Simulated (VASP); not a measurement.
Output of a VASP run:

OSZICAR:
```
       N       E                     dE             d eps       ncg     rms          rms(c)
DAV:   1     0.961819656733E+02    0.96182E+02   -0.70042E+03   488   0.111E+03
DAV:   2    -0.102429855525E+01   -0.97206E+02   -0.89768E+02   648   0.260E+02
DAV:   3    -0.692600974889E+01   -0.59017E+01   -0.58659E+01   612   0.595E+01
DAV:   4    -0.711304043353E+01   -0.18703E+00   -0.18686E+00   812   0.998E+00
DAV:   5    -0.711436007877E+01   -0.13196E-02   -0.13196E-02   616   0.923E-01    0.316E+00
DAV:   6    -0.681256180621E+01    0.30180E+00   -0.56164E-01   584   0.406E+00    0.260E+00
DAV:   7    -0.679607604311E+01    0.16486E-01   -0.13570E-01   600   0.222E+00    0.152E+00
DAV:   8    -0.680899987656E+01   -0.12924E-01   -0.21103E-02   652   0.123E+00    0.181E-01
DAV:   9    -0.680993258036E+01   -0.93270E-03   -0.14929E-03   624   0.264E-01    0.103E-01
DAV:  10    -0.681061244853E+01   -0.67987E-03   -0.66756E-04   536   0.207E-01    0.117E-02
DAV:  11    -0.681062565296E+01   -0.13204E-04   -0.22418E-05   700   0.343E-02    0.632E-03
DAV:  12    -0.681062911406E+01   -0.34611E-05   -0.54011E-06   576   0.176E-02    0.250E-03
DAV:  13    -0.681062928287E+01   -0.16881E-06   -0.52725E-07   448   0.628E-03
   1 F= -.68106293E+01 E0= -.68106293E+01  d E =-.681063E+01
```

File OUTCAR:
```
------------------------ aborting loop because EDIFF is reached ----------------------------------------
  FORCE on cell =-STRESS in cart. coord.  units (eV):
  Direction    XX          YY          ZZ          XY          YZ          ZX
  --------------------------------------------------------------------------------------
  Total        0.0006451      0.0006451      0.0006451      0.0000000     -0.0000000      0.0000000
  in kB        0.0159114      0.0159114      0.0159114      0.0000000     -0.0000000      0.0000000
  external PRESSURE =       0.0159114 kB  Pullay stress =       0.0000000 kB
  volume of cell :       64.96
      direct lattice vectors                 reciprocal lattice vectors
     0.000000000  3.190625730  3.190625730    -0.156709073  0.156709073  0.156709073
     3.190625730  0.000000000  3.190625730     0.156709073 -0.156709073  0.156709073
     3.190625730  3.190625730  0.000000000     0.156709073  0.156709073 -0.156709073
  FREE ENERGIE OF THE ION-ELECTRON SYSTEM (eV)
  ---------------------------------------------------
  free  energy   TOTEN  =        -6.8106292829 eV

  energy  without entropy=       -6.8106292829  energy(sigma->0) =       -6.81062928

 reached required accuracy - stopping structural energy minimisation
```
(Selected blocks of OUTCAR.)

**POSCAR**
```
KCl
1
   -0.0000000000     3.1906257299     3.1906257299
    3.1906257299    -0.0000000000     3.1906257299
    3.1906257299     3.1906257299     0.0000000000
K Cl
1 1
Direct
  0.0000000000   0.0000000000   0.0000000000
  0.5000000000   0.5000000000   0.5000000000
```

Problem. Reconstruct the remaining input files.

Solution. One answer among several that fit: the input of the run itself, PBE GGA, plane waves, VASP's PBE PAW potentials (set 64).

File KPOINTS:
```
Automatic mesh
0
gamma
  7 7 7
0 0 0
```

**INCAR**
```
ALGO = Normal
EDIFF = 1E-6
EDIFFG = -0.01
ENCUT = 480
GGA = PE
IBRION = 2
ISIF = 3
ISMEAR = 0
LASPH = T
LCHARG = F
LREAL = F
LWAVE = F
NELM = 100
NSW = 60
PREC = Accurate
SIGMA = 0.05
SYSTEM = KCl
```

POTCAR, in this order: K_sv Cl (PBE.64 set). Program: vasp_std.

The compound is KCl in the rock salt structure. It was relaxed first. The start is the result of an earlier pass.
